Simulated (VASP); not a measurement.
Consider the following.

```
PbO
1.0
    3.15827     0.00000     0.00000
    0.00000     3.15827     0.00000
    0.00000     0.00000     3.15827
Pb O
1 1
Cartesian
  0.00000   0.00000   0.00000
  1.57913   1.57913   1.57913
```

Level of theory: PBEsol GGA, VASP's PBE PAW potentials (set 64) (plane waves; VASP 6.6.1). Settings: 520 eV cut-off, 8×8×8 Γ-centred mesh, Gaussian smearing of 0.050 eV, potentials Pb_d O.

Problem. Predict the energy per atom (σ→0).

Solution. 
```yaml
energy per atom (σ→0): -5.263 eV/atom
```

The structure was generated: PbO was put into the CsCl type type (Pm-3m), which need not be its known phase. It was relaxed first, which changed the volume by +50 %. The start is the result of an earlier pass.
